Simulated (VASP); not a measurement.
Input:

```yaml
crystal:
  lattice:
    - [0.00000, 2.20830, 2.20830]
    - [2.20830, 0.00000, 2.20830]
    - [2.20830, 2.20830, 0.00000]
  atoms:
    - { symbol: Ti, position: [0.00000, 0.00000, 0.00000] }
    - { symbol: C, position: [0.50000, 0.50000, 0.50000] }
```

Level of theory: PBE GGA, VASP's PBE PAW potentials (set 64) (plane waves; VASP). Run with 520 eV cut-off, 13×13×13 Γ-centred mesh, Fermi-Dirac smearing of 0.010 eV, potentials Ti_sv C.

Q: Estimate the energy per atom (σ→0), pressure, band gap (on the k-mesh) with the smallest direct gap where there is one.

A: 
| Property | Result |
|---|---|
| band gap (on the k-mesh) | none (metal, semimetal or under 0.01 eV) |
| energy per atom (σ→0) | -9.331 eV/atom |
| pressure | -12.58 GPa |

Only differences to runs with the same potentials and settings are physical.

The compound is TiC in the rock salt structure. The cell was not relaxed at this level. The run is one of a series of settings (ISMEAR = -1, SIGMA = 0.01 against the base run), some of them coarse on purpose.
